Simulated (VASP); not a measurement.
# BaO (relaxed from the CsCl type structure, space group Pm-3m): computed properties

The numbers are results of PBEsol GGA, VASP's PBE PAW potentials (set 64) (plane waves; VASP), not measurements.

```json
{
 "space_group": "Pm-3m (221)",
 "cell": "a = 3.316 Å, b = 3.316 Å, c = 3.316 Å, α = 90.00°, β = 90.00°, γ = 90.00°",
 "volume_per_atom": "18.23 Å³/atom",
 "band gap (over mesh and band path)": "1.61 eV",
 "smallest direct gap (over mesh and band path)": "1.61 eV",
 "band_edge_character": "direct, Γ to Γ",
 "density": "6.98 g/cm³"
}
```

```cif
data_BaO
_chemical_formula_sum 'Ba1 O1'
_space_group_name_H-M_alt 'Pm-3m'
_space_group_IT_number 221
_space_group_name_Hall '-P 4 2 3'
_cell_length_a 3.31610
_cell_length_b 3.31610
_cell_length_c 3.31610
_cell_angle_alpha 90.000
_cell_angle_beta 90.000
_cell_angle_gamma 90.000
loop_
_atom_site_label
_atom_site_type_symbol
_atom_site_symmetry_multiplicity
_atom_site_Wyckoff_symbol
_atom_site_fract_x
_atom_site_fract_y
_atom_site_fract_z
_atom_site_occupancy
Ba1 Ba 1 a 0.00000 0.00000 0.00000 1
O1 O 1 b 0.50000 0.50000 0.50000 1
```

Unless said otherwise, spin-orbit coupling is left out, though it shifts the bands of the heavy elements here.

The structure was generated: BaO was put into the CsCl type type (Pm-3m), which need not be its known phase. It was relaxed first, which changed the volume by -25 %. Symmetry was kept, so distortions that lower it aren't found.
